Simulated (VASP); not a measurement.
Input:

```yaml
crystal:
  lattice:
    - [0.00000, 2.65369, 2.65369]
    - [2.65369, 0.00000, 2.65369]
    - [2.65369, 2.65369, 0.00000]
  atoms:
    - { symbol: Co, position: [0.00000, 0.00000, 0.00000] }
    - { symbol: Si, position: [0.25000, 0.25000, 0.25000] }
    - { symbol: Si, position: [0.75000, 0.75000, 0.75000] }
```

Level of theory: r2SCAN+rVV10, VASP's PBE PAW potentials (set 64) (plane waves; VASP). Run with 520 eV cut-off, 10×10×10 Γ-centred mesh, first-order Methfessel-Paxton smearing of 0.10 eV, potentials Co Si.

Q: Predict the energy per atom (σ→0), band gap (on the k-mesh) with the smallest direct gap where there is one.

A: 
* **band gap (on the k-mesh)**: none (metal, semimetal or under 0.01 eV)
* **energy per atom (σ→0)**: -10.572 eV/atom

The compound is CoSi2 in the fluorite structure. It was relaxed first. The run is not spin-polarised, so no magnetic state was tried. The electron count is odd and the run is not spin-polarised, which forces a metal.
